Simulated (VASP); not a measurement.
# Hf (Hafnium): structure and properties in VASP

What structure does Hf (Hafnium) take at this level, and what are its properties? The steps: relaxing cell and atoms (LDA), second relaxation, single point with fields (LDA), bands along the symmetry lines (LDA), total and projected DOS (LDA), vibrations at Γ (LDA), field gradients at the nuclei (LDA) and self-consistent run (LDA) with a changed input. The start is a cell from a database of measured crystal structures.

Program: VASP 6.6.1. Level of theory: LDA; plane waves and PAW (Hf_pv). Results are calculated unless marked as measured.

### 1. The starting structure

Before any relaxation, the start is as follows. It takes space group P6_3/mmc (No. 194, hexagonal). The conventional cell has a = 3.197 Å, b = 3.197 Å, c = 5.058 Å, α = 90.00°, β = 90.00°, γ = 120.00°. Nearest to Hf lie 12 Hf at 3.13 to 3.20 Å.

### 2. Relaxing cell and atoms (LDA)

The start need not lie at this functional's minimum. ISIF = 3 frees volume, shape and positions, and EDIFFG sets the threshold on forces and stress at which the search stops. LDA, the lowest rung, knows the local density alone.

File INCAR:

```
SYSTEM = Hf
PREC = Accurate
ENCUT = 400
EDIFF = 1E-06
NELM = 100
ISMEAR = 1
SIGMA = 0.2
LREAL = .FALSE.
ALGO = Normal
GGA = CA
NBANDS = 16
LASPH = .TRUE.
LORBIT = 11
LWAVE = .FALSE.
LCHARG = .FALSE.
KPAR = 2
IBRION = 2
NSW = 60
ISIF = 3
EDIFFG = -0.01
```

File POSCAR:

```
Hf
1.0
    3.1967000000      0.0000000000      0.0000000000
   -1.5983500000      2.7684234083      0.0000000000
    0.0000000000      0.0000000000      5.0578000000
Hf
2
Direct
    0.3333333333      0.6666666667      0.2500000000
    0.6666666667      0.3333333333      0.7500000000
```

File KPOINTS:

```
Automatic mesh
0
Gamma
8 8 5
0 0 0
```

The projector-augmented-wave data sets are Hf_pv (LDA family, release 64).

The run is started by

```sh
mpirun -np 2 vasp_std
```

The log of the run:

```text
[banner, memory and clock lines left out]
running    2 mpi-ranks, on    1 nodes
 distrk:  each k-point on    1 cores,    2 groups
 distr:  one band on    1 cores,    1 groups

 POSCAR found type information on POSCAR Hf
 POSCAR found :  1 types and       2 ions
 LDA part: xc-table for (Slater(with rela. corr.)+CA(PZ))
 , standard interpolation
 POSCAR, INCAR and KPOINTS ok, starting setup
 FFT: planning ... GRIDC
 FFT: planning ... GRID_SOFT
 FFT: planning ... GRID
 WAVECAR not read
 entering main loop
       N       E                     dE             d eps       ncg     rms          rms(c)
DAV:   1     0.412823543319E+02    0.41282E+02   -0.99685E+03   968   0.970E+02
DAV:   2    -0.206207953906E+02   -0.61903E+02   -0.60609E+02  1264   0.228E+02
DAV:   3    -0.220974593917E+02   -0.14767E+01   -0.14744E+01  1264   0.249E+01
DAV:   4    -0.221087451153E+02   -0.11286E-01   -0.11284E-01  1200   0.270E+00
DAV:   5    -0.221088993314E+02   -0.15422E-03   -0.15421E-03  1264   0.253E-01    0.653E+01
DAV:   6    -0.215247438958E+02    0.58416E+00   -0.53640E-01  1160   0.471E+00    0.383E+01
DAV:   7    -0.213240871126E+02    0.20066E+00   -0.83676E-01  1168   0.564E+00    0.183E+00
DAV:   8    -0.213137148068E+02    0.10372E-01   -0.52145E-02  1088   0.156E+00    0.448E-01
DAV:   9    -0.213137962998E+02   -0.81493E-04   -0.11053E-03  1320   0.244E-01    0.182E-01
DAV:  10    -0.213137909152E+02    0.53846E-05   -0.55385E-05  1136   0.528E-02    0.223E-01
DAV:  11    -0.213137865711E+02    0.43441E-05   -0.56351E-06  1216   0.150E-02    0.142E-02
DAV:  12    -0.213137865164E+02    0.54730E-07   -0.45032E-07   736   0.485E-03
   1 F= -.21313787E+02 E0= -.21315363E+02  d E =-.213138E+02
 curvature:   0.00 expect dE= 0.000E+00 dE for cont linesearch  0.000E+00
 trial: gam= 0.00000 g(F)=  0.743E-48 g(S)=  0.324E+00 ort = 0.000E+00 (trialstep = 0.100E+01)
 search vector abs. value=  0.324E+00
 bond charge predicted
       N       E                     dE             d eps       ncg     rms          rms(c)
DAV:   1    -0.234269404551E+02   -0.21132E+01   -0.52520E+01   960   0.571E+01    0.161E+01
DAV:   2    -0.218136339478E+02    0.16133E+01   -0.29273E+00   960   0.133E+01    0.489E+00
DAV:   3    -0.212950130043E+02    0.51862E+00   -0.11347E+00  1024   0.779E+00    0.305E+00
DAV:   4    -0.212705235227E+02    0.24489E-01   -0.56366E-02  1240   0.176E+00    0.268E+00
DAV:   5    -0.212625328136E+02    0.79907E-02   -0.16311E-02  1136   0.741E-01    0.291E-01
DAV:   6    -0.212626468208E+02   -0.11401E-03   -0.57333E-04  1216   0.154E-01    0.952E-02
DAV:   7    -0.212626280214E+02    0.18799E-04   -0.19242E-05  1136   0.329E-02    0.174E-02
DAV:   8    -0.212626279336E+02    0.87819E-07   -0.53820E-07   672   0.547E-03
   2 F= -.21262628E+02 E0= -.21263030E+02  d E =0.511586E-01
[...]
3 F= -.21388620E+02 E0= -.21389011E+02  d E =-.748335E-01
[...]
4 F= -.21388649E+02 E0= -.21389020E+02  d E =-.748628E-01
[...]
5 F= -.21388616E+02 E0= -.21388968E+02  d E =-.748300E-01
[...]
6 F= -.21389038E+02 E0= -.21389467E+02  d E =-.421367E-03
[...]
7 F= -.21389050E+02 E0= -.21389496E+02  d E =-.433972E-03
[...]
8 F= -.21389043E+02 E0= -.21389524E+02  d E =0.792425E-05
 trial-energy change:    0.000008  1 .order    0.000010   -0.000139    0.000158
 step:   0.4369(harm=  0.4369)  dis= 0.00000  next Energy=   -21.389083 (dE=-0.325E-04)
 bond charge predicted
       N       E                     dE             d eps       ncg     rms          rms(c)
DAV:   1    -0.213893123704E+02   -0.26985E-03   -0.55926E-03   960   0.584E-01    0.176E-01
DAV:   2    -0.213891423100E+02    0.17006E-03   -0.33565E-04   968   0.137E-01    0.489E-02
DAV:   3    -0.213890896763E+02    0.52634E-04   -0.10069E-04  1008   0.702E-02    0.255E-02
DAV:   4    -0.213890844266E+02    0.52497E-05   -0.11224E-05  1200   0.242E-02    0.221E-02
DAV:   5    -0.213890838495E+02    0.57707E-06   -0.12548E-06   824   0.610E-03
   9 F= -.21389084E+02 E0= -.21389546E+02  d E =-.333775E-04
 curvature:  -0.22 expect dE=-0.122E-06 dE for cont linesearch -0.357E-07
 trial: gam= 0.00000 g(F)=  0.150E-48 g(S)=  0.558E-06 ort =-0.492E-05 (trialstep = 0.835E+00)
 search vector abs. value=  0.558E-06
 reached required accuracy - stopping structural energy minimisation
```

It took 49 s on 2 MPI ranks of AMD EPYC 7R43, shared host; peak memory 0.21 GiB; 94 s of CPU time.

Lines that name or quote the potential files are left out of all logs, and their timing lines are given in words.

OUTCAR, selected parts (step 2):

```text
ion  position               nearest neighbor table
   1  0.333  0.667  0.250-   2 3.13   2 3.13   2 3.13   2 3.13   2 3.13   2 3.13
   2  0.667  0.333  0.750-   1 3.13   1 3.13   1 3.13   1 3.13   1 3.13   1 3.13

  LATTYP: Found a hexagonal cell.
 ALAT       =     3.1967000000
 C/A-ratio  =     1.5821941377

 Subroutine GETGRP returns: Found 24 space group operations
 (whereof 12 operations were pure point group operations)

The static configuration has the point symmetry D_3d.
 The point group associated with its full space group is D_6h.

 Found     30 irreducible k-points:

   k-points           NKPTS =     30   k-points in BZ     NKDIM =     30   number of bands    NBANDS=     16

   dimension x,y,z NGX =    24 NGY =   24 NGZ =   36
   dimension x,y,z NGXF=    48 NGYF=   48 NGZF=   72

   ENCUT  =  400.0 eV  29.40 Ry    5.42 a.u.   5.21  5.21  8.25*2*pi/ulx,y,z

   NELECT =      20.0000    total number of electrons

 k-points in reciprocal lattice and weights: Automatic mesh
   0.00000000  0.00000000  0.00000000       0.003
   0.12500000  0.00000000  0.00000000       0.019
   0.25000000  0.00000000  0.00000000       0.019
   0.37500000  0.00000000  0.00000000       0.019
   0.50000000  0.00000000  0.00000000       0.009
   0.12500000  0.12500000  0.00000000       0.019
   0.25000000  0.12500000  0.00000000       0.038
   0.37500000  0.12500000  0.00000000       0.038
   0.25000000  0.25000000  0.00000000       0.019
[...]
0.25000000  0.25000000  0.40000000       0.038
   0.37500000  0.25000000  0.40000000       0.038

 average (electrostatic) potential at core
       1 -36.9576       2 -36.9576

 E-fermi :   5.3604

 k-point     1 :       0.0000    0.0000    0.0000
  band No.  band energies     occupation
    ...
      4     -24.5063      2.00000
      5     -24.4997      2.00000
      6     -24.4997      2.00000
      7      -2.2514      2.00000
      8       1.3594      2.00000
      9       6.3159     -0.00000
     10       6.4297     -0.00000
     11       6.4297     -0.00000
     12       6.6658     -0.00000
     13       7.3069     -0.00000
    ...

 k-point     2 :       0.1250    0.0000    0.0000
  band No.  band energies     occupation
    ...
      4     -24.6160      2.00000
      5     -24.5294      2.00000
      6     -24.5149      2.00000
      7      -1.7416      2.00000
      8       1.8521      2.00000
      9       5.5204      0.01986
     10       5.5760     -0.06292
     11       6.7827     -0.00000
     12       6.9158     -0.00000
     13       7.3819     -0.00000
    ...

 k-point     3 :       0.2500    0.0000    0.0000
  band No.  band energies     occupation
    ...
      6     -24.5553      2.00000
      7      -0.4114      2.00000
      8       2.7734      2.00000
      9       4.2198      2.00000
     10       4.6853      2.00002
     11       6.0401     -0.00002
     12       6.8128     -0.00000
     13       6.8451     -0.00000
     14       8.3094     -0.00000
     15       8.5026     -0.00000
    ...

  Total        0.0002613      0.0002613     -0.0047945      0.0000000     -0.0000000     -0.0000000
  in kB        0.0100335      0.0100335     -0.1841185      0.0000000     -0.0000000     -0.0000000
  external PRESSURE =      -0.0546838 kB  Pullay stress =       0.0000000 kB

  energy-cutoff  :      400.00
  volume of cell :       41.72
      direct lattice vectors                 reciprocal lattice vectors
     3.117155286 -0.000000000 -0.000000000     0.320805320  0.185217038  0.000000000
    -1.558577643  2.699535665  0.000000000     0.000000000  0.370434076  0.000000000
     0.000000000 -0.000000000  4.958024406     0.000000000  0.000000000  0.201693239

 POSITION                                       TOTAL-FORCE (eV/Angst)
 -----------------------------------------------------------------------------------
     -0.00000      1.79969      1.23951        -0.000000     -0.000000      0.000000
      1.55858      0.89985      3.71852         0.000000      0.000000      0.000000
 -----------------------------------------------------------------------------------
    total drift:                               -0.000000      0.000000     -0.000000

  FREE ENERGIE OF THE ION-ELECTRON SYSTEM (eV)
  ---------------------------------------------------
  free  energy   TOTEN  =       -21.3890838495 eV

  energy  without entropy=      -21.3904706296  energy(sigma->0) =      -21.38954611

 reached required accuracy - stopping structural energy minimisation

 total charge
# of ion       s       p       d       tot
------------------------------------------
    1        0.413   6.408   1.670   8.492
    2        0.413   6.408   1.670   8.492
--------------------------------------------------
tot          0.826  12.817   3.340  16.983

[... 3 further parts left out ...]
```

The k-mesh is coarse for a metal. Harder data sets than Hf_pv exist (the GW ones), and pressures, volumes and forces can shift noticeably with them. The run keeps the 24 symmetry operations of its start, so it cannot find a distortion of lower symmetry.

Step by step:

```
step  energy less that of the first step (eV)  largest force (eV/Å)  pressure (GPa)  volume (Å³)
   1                                   0.0000                0.0000           -7.57        44.76
   2                                   0.0512                0.0000           12.29        38.25
   3                                  -0.0748                0.0000           -0.18        41.81
   4                                  -0.0749                0.0000           -0.01        41.75
   5                                  -0.0748                0.0000            0.16        41.69
   6                                  -0.0753                0.0000            0.17        41.67
   7                                  -0.0753                0.0000            0.17        41.66
   8                                  -0.0753                0.0000           -0.20        41.79
   9                                  -0.0753                0.0000           -0.01        41.72
```

```
conventional cell, symmetrised  before  after  change
                         a (Å)   3.197  3.117  -2.5 %
                         b (Å)   3.197  3.117  -2.5 %
                         c (Å)   5.058  4.958  -2.0 %
              volume (Å³/atom)   22.38  20.86  -6.8 %
```

The relaxed structure:

```
Hf
1.0
     3.11716    0.00000    0.00000
    -1.55858    2.69954    0.00000
     0.00000    0.00000    4.95802
Hf
2
Direct
  0.33333 0.66667 0.25000
  0.66667 0.33333 0.75000
```

This step gave:

```
electrons                              : 20
bands                                  : 16
irreducible k-points                   : 30
symmetry operations                    : 24
free energy (TOTEN)                    : -21.39 eV
energy at zero smearing                : -21.39 eV
Fermi energy                           : 5.360 eV
pressure                               : -0.005468 GPa
metallic, judged on the points sampled : yes
SCF cycles over all ionic steps        : 59
```

It ends with forces that vanish by symmetry and a pressure of -0.01 GPa. The volume lies -6.8 % from that of the database's start, part of which can be the thermal and zero-point expansion of its experiment. LDA is known to overbind.

### 3. Second relaxation

The basis stayed that of the start cell while the cell moved. A rerun from the cell reached resets it; the error of the finite cutoff stays.

INCAR is that of step 2.

File POSCAR:

```
Hf
1.0
    3.1171552858      0.0000000000      0.0000000000
   -1.5585776429      2.6995356651      0.0000000000
    0.0000000000      0.0000000000      4.9580244061
Hf
2
Direct
    0.3333333333      0.6666666667      0.2500000000
    0.6666666667      0.3333333333      0.7500000000
```

KPOINTS is that of step 2.

The run is started by

```sh
mpirun -np 2 vasp_std
```

The log of the run:

```text
[... set-up lines as in an earlier step ...]
 entering main loop
       N       E                     dE             d eps       ncg     rms          rms(c)
DAV:   1     0.416647201491E+02    0.41665E+02   -0.10068E+04   960   0.976E+02
DAV:   2    -0.207499796411E+02   -0.62415E+02   -0.61163E+02  1288   0.227E+02
DAV:   3    -0.220861088103E+02   -0.13361E+01   -0.13332E+01  1256   0.241E+01
DAV:   4    -0.220956479879E+02   -0.95392E-02   -0.95391E-02  1184   0.250E+00
DAV:   5    -0.220957584511E+02   -0.11046E-03   -0.11046E-03  1264   0.223E-01    0.687E+01
DAV:   6    -0.215796898941E+02    0.51607E+00   -0.44228E-01  1160   0.442E+00    0.403E+01
DAV:   7    -0.213958075649E+02    0.18388E+00   -0.70228E-01  1168   0.535E+00    0.186E+00
DAV:   8    -0.213875099443E+02    0.82976E-02   -0.40720E-02  1096   0.142E+00    0.309E-01
DAV:   9    -0.213875930301E+02   -0.83086E-04   -0.95805E-04  1288   0.224E-01    0.174E-01
DAV:  10    -0.213875897135E+02    0.33166E-05   -0.49096E-05  1112   0.503E-02    0.200E-01
DAV:  11    -0.213875863350E+02    0.33785E-05   -0.48486E-06  1232   0.148E-02    0.114E-02
DAV:  12    -0.213875862972E+02    0.37801E-07   -0.40905E-07   648   0.470E-03
   1 F= -.21387586E+02 E0= -.21388049E+02  d E =-.213876E+02
 curvature:   0.00 expect dE= 0.000E+00 dE for cont linesearch  0.000E+00
 trial: gam= 0.00000 g(F)=  0.258E-49 g(S)=  0.470E-06 ort = 0.000E+00 (trialstep = 0.100E+01)
 search vector abs. value=  0.470E-06
 reached required accuracy - stopping structural energy minimisation
```

Run time: 7.6 s. Hardware: 2 MPI ranks; peak memory 0.18 GiB.

OUTCAR, selected parts (step 3):

```text
  LATTYP: Found a hexagonal cell.
 ALAT       =     3.1171552858
 C/A-ratio  =     1.5905606078

 Found     30 irreducible k-points:

   dimension x,y,z NGX =    20 NGY =   20 NGZ =   32
   dimension x,y,z NGXF=    40 NGYF=   40 NGZF=   64

   ENCUT  =  400.0 eV  29.40 Ry    5.42 a.u.   5.08  5.08  8.09*2*pi/ulx,y,z

   NELECT =      20.0000    total number of electrons

 E-fermi :   5.3605

 k-point     1 :       0.0000    0.0000    0.0000
  band No.  band energies     occupation
    ...
      4     -24.5060      2.00000
      5     -24.4995      2.00000
      6     -24.4995      2.00000
      7      -2.2513      2.00000
      8       1.3595      2.00000
      9       6.3164     -0.00000
     10       6.4298     -0.00000
     11       6.4298     -0.00000
     12       6.6659     -0.00000
     13       7.3070     -0.00000
    ...

 k-point     2 :       0.1250   -0.0000    0.0000
  band No.  band energies     occupation
    ...
      4     -24.6157      2.00000
      5     -24.5292      2.00000
      6     -24.5146      2.00000
      7      -1.7414      2.00000
      8       1.8523      2.00000
      9       5.5205      0.01986
     10       5.5764     -0.06306
     11       6.7829     -0.00000
     12       6.9159     -0.00000
     13       7.3820     -0.00000
    ...

  Total       -0.0001499     -0.0001499     -0.0044096      0.0000000      0.0000000     -0.0000000
  in kB       -0.0057553     -0.0057553     -0.1693376      0.0000000      0.0000000     -0.0000000
  external PRESSURE =      -0.0602827 kB  Pullay stress =       0.0000000 kB

  energy-cutoff  :      400.00
  volume of cell :       41.72
      direct lattice vectors                 reciprocal lattice vectors
     3.117155286  0.000000000  0.000000000     0.320805320  0.185217038  0.000000000
    -1.558577643  2.699535665  0.000000000     0.000000000  0.370434076  0.000000000
     0.000000000  0.000000000  4.958024406     0.000000000  0.000000000  0.201693239

 POSITION                                       TOTAL-FORCE (eV/Angst)
 -----------------------------------------------------------------------------------
     -0.00000      1.79969      1.23951         0.000000     -0.000000      0.000000
      1.55858      0.89985      3.71852         0.000000      0.000000      0.000000
 -----------------------------------------------------------------------------------
    total drift:                               -0.000000      0.000000     -0.000000

  FREE ENERGIE OF THE ION-ELECTRON SYSTEM (eV)
  ---------------------------------------------------
  free  energy   TOTEN  =       -21.3875862972 eV

  energy  without entropy=      -21.3889740086  energy(sigma->0) =      -21.38804887

 total charge
# of ion       s       p       d       tot
------------------------------------------
    1        0.413   6.408   1.670   8.491
    2        0.413   6.408   1.670   8.491
--------------------------------------------------
tot          0.827  12.816   3.340  16.982

[... 4 parts as in an earlier step ...]

[... 7 further parts left out ...]
```

CONTCAR:

```
Hf
   1.00000000000000
     3.1171552858000000    0.0000000000000000    0.0000000000000000
    -1.5585776429000000    2.6995356651000000    0.0000000000000000
     0.0000000000000000    0.0000000000000000    4.9580244060999998
  Hf
     2
Direct
     0.3333333332999970    0.6666666667000030    0.2500000000000000
     0.6666666667000030    0.3333333332999970    0.7500000000000000
```

Little changed from the start: no atom moved by 0.005 Å and no cell edge by 0.1 %.

This step gave:

| Item | Value |
| --- | --- |
| Fermi energy | 5.361 eV |
| pressure | -0.006028 GPa |
| SCF cycles over all ionic steps | 12 |

It ends with forces that vanish by symmetry and a pressure of -0.01 GPa. The volume moved by under 0.01 %: the run met its threshold at the first step.

[end of part 1 of 4]

[Lines on the potential files, build, host, timing and source positions are cut from VASP's logs without a mark.]

[Logs are printed without paths, hosts, clocks, repeated set-up lines and the standing remarks that a program may print on its own settings, such as how far it seeks lower states.]

[Hosts, paths, dates, database ids (printed as entryN), source tags and the programs' standing remarks are cut or masked in the printed files.]

[A measured line is paired with the nearest computed mode of its activity, which favours agreement.]

[In band tables of VASP the shares of atoms and orbitals are scaled to a sum of 1 inside the atoms' spheres.]
